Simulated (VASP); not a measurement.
```xyz
2
Lattice="0.0000 2.8290 2.8290 2.8290 0.0000 2.8290 2.8290 2.8290 0.0000" Properties=species:S:1:pos:R:3 pbc="T T T"
Ge     0.0000     0.0000     0.0000
Ge     1.4145     1.4145     1.4145
```

All values below come from PBE GGA, VASP's PBE PAW potentials (set 64) (plane waves; VASP). Settings: 300 eV cut-off, 5×5×5 Γ-centred mesh, Fermi-Dirac smearing of 0.020 eV, potentials Ge_d.

At this cut-off the stress carries a Pulay error, which pulls relaxed volumes low.

Give the stress tensor in GPa (positive for a compressed cell).

```
2.25  0.00  0.00
0.00  2.25  0.00
0.00  0.00  2.25
```
The pressure is its mean diagonal, 2.25 GPa.

The structure is a typed Ge crystal (Fd-3m). The cell was not relaxed at this level.
